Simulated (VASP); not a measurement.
Crystal: Y2CF2.

```
Y C F
1.0
     3.66510    0.00000    0.00000
    -1.83255    3.17407    0.00000
     0.00000    0.00000    6.29697
Y C F
2 1 2
Cartesian
  0.0000 2.1160 1.3507
  1.8326 1.0580 4.9463
  0.0000 0.0000 0.0000
  0.0000 2.1160 3.7977
  1.8326 1.0580 2.4993
```

The cell comes from a database or a generator and needn't be the stable form of this composition.

| Property | Result |
| --- | --- |
| Program | VASP 6.6.1 |
| Task | relaxation of cell and atoms |
| Functional | PBEsol |
| Potentials or basis | VASP PAW PBE potentials, release 64 (Y_sv, C, F) |
| Cutoff | 600 eV |
| k mesh | 9 × 9 × 4 |
| Occupations | gaussian, width 0.03 eV |
| Spin | no spin polarisation |

At the start: pressure -2.8 GPa; volume 14.65 Å³/atom.

**Question.** Where does the relaxation end?

**Answer.** Over 9 steps the energy falls by 10.0 meV/atom and the volume is 14.38 Å³/atom (-1.9 %); space group P-3m1 (No. 164, to 0.05 Å).

Step by step:
```csv
step,energy change (eV),largest force (eV/Å),pressure (GPa),volume (Å³)
1,0.0000,0.5361,-2.75,73.25
2,-0.0301,0.2730,1.94,70.62
3,-0.0317,0.3239,1.04,71.08
4,-0.0429,0.1524,0.41,71.46
5,-0.0453,0.2712,-0.02,71.73
6,-0.0492,0.0098,-0.02,71.89
7,-0.0492,0.0104,-0.02,71.89
8,-0.0499,0.0023,0.01,71.89
9,-0.0500,0.0053,0.06,71.89
```

Final structure:
```
Y C F
1.0
     3.62408    0.00000    0.00000
    -1.81204    3.13855    0.00000
     0.00000    0.00000    6.32014
Y C F
2 1 2
Direct
  0.33333 0.66667 0.21317
  0.66667 0.33333 0.78683
  0.00000 0.00000 0.00000
  0.33333 0.66667 0.61426
  0.66667 0.33333 0.38574
```

Caveat: the PAW data sets were made with another functional, which shifts forces and pressure a little.
